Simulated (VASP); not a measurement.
A convergence study with VASP on C (space group no. 194 when undisturbed): a few settings are varied, all else stays as given below, so the limit is that of these other settings. One atom is moved off its site, so that forces are finite.

```yaml
crystal:
  lattice:
    - [1.23369, -2.13681, 0.00000]
    - [1.23369, 2.13681, 0.00000]
    - [0.00000, 0.00000, 6.73013]
  atoms:
    - { symbol: C, position: [0.00000, 0.00000, 0.25743] }
    - { symbol: C, position: [0.00000, 0.00000, 0.75000] }
    - { symbol: C, position: [0.33333, 0.66667, 0.25000] }
    - { symbol: C, position: [0.66667, 0.33333, 0.75000] }
```

Level of theory: PBEsol GGA, VASP's PBE PAW potentials (set 64) (plane waves; VASP). The last row used: 400 eV cut-off, 20×20×7 Γ-centred mesh shifted by (0.5, 0.5, 0.5), Gaussian smearing of 0.10 eV, potentials C.

```json
[
 {"setting": "3×3×1 mesh", "E (eV/atom)": "-9.7261", "pressure (GPa)": "-5.38", "largest force (eV/Å)": "0.820", "irreducible k-points": "4"},
 {"setting": "4×4×2 mesh", "E (eV/atom)": "-9.6409", "pressure (GPa)": "-4.03", "largest force (eV/Å)": "0.831", "irreducible k-points": "10"},
 {"setting": "5×5×2 mesh", "E (eV/atom)": "-9.6499", "pressure (GPa)": "-4.20", "largest force (eV/Å)": "0.842", "irreducible k-points": "15"},
 {"setting": "6×6×2 mesh", "E (eV/atom)": "-9.6488", "pressure (GPa)": "-4.21", "largest force (eV/Å)": "0.843", "irreducible k-points": "21"},
 {"setting": "7×7×2 mesh", "E (eV/atom)": "-9.6435", "pressure (GPa)": "-4.19", "largest force (eV/Å)": "0.838", "irreducible k-points": "28"},
 {"setting": "7×7×3 mesh", "E (eV/atom)": "-9.6433", "pressure (GPa)": "-4.18", "largest force (eV/Å)": "0.839", "irreducible k-points": "44"},
 {"setting": "8×8×3 mesh", "E (eV/atom)": "-9.6444", "pressure (GPa)": "-4.18", "largest force (eV/Å)": "0.841", "irreducible k-points": "56"},
 {"setting": "9×9×3 mesh", "E (eV/atom)": "-9.6454", "pressure (GPa)": "-4.22", "largest force (eV/Å)": "0.841", "irreducible k-points": "70"},
 {"setting": "10×10×3 mesh", "E (eV/atom)": "-9.6441", "pressure (GPa)": "-4.21", "largest force (eV/Å)": "0.839", "irreducible k-points": "85"},
 {"setting": "11×11×4 mesh", "E (eV/atom)": "-9.6441", "pressure (GPa)": "-4.19", "largest force (eV/Å)": "0.840", "irreducible k-points": "132"},
 {"setting": "12×12×4 mesh", "E (eV/atom)": "-9.6448", "pressure (GPa)": "-4.21", "largest force (eV/Å)": "0.840", "irreducible k-points": "156"},
 {"setting": "13×13×4 mesh", "E (eV/atom)": "-9.6443", "pressure (GPa)": "-4.21", "largest force (eV/Å)": "0.839", "irreducible k-points": "182"},
 {"setting": "14×14×5 mesh", "E (eV/atom)": "-9.6442", "pressure (GPa)": "-4.20", "largest force (eV/Å)": "0.839", "irreducible k-points": "266"},
 {"setting": "16×16×5 mesh", "E (eV/atom)": "-9.6444", "pressure (GPa)": "-4.21", "largest force (eV/Å)": "0.839", "irreducible k-points": "344"},
 {"setting": "18×18×6 mesh", "E (eV/atom)": "-9.6445", "pressure (GPa)": "-4.21", "largest force (eV/Å)": "0.840", "irreducible k-points": "513"},
 {"setting": "20×20×7 mesh", "E (eV/atom)": "-9.6443", "pressure (GPa)": "-4.20", "largest force (eV/Å)": "0.839", "irreducible k-points": "740"}
]
```

Left out are rungs that failed or repeat a setting and relaxations that didn't move; long series are thinned to 24 rows.

The structure is a typed C crystal (space group no. 194). The cell was not relaxed at this level, it is distorted from the ideal structure.
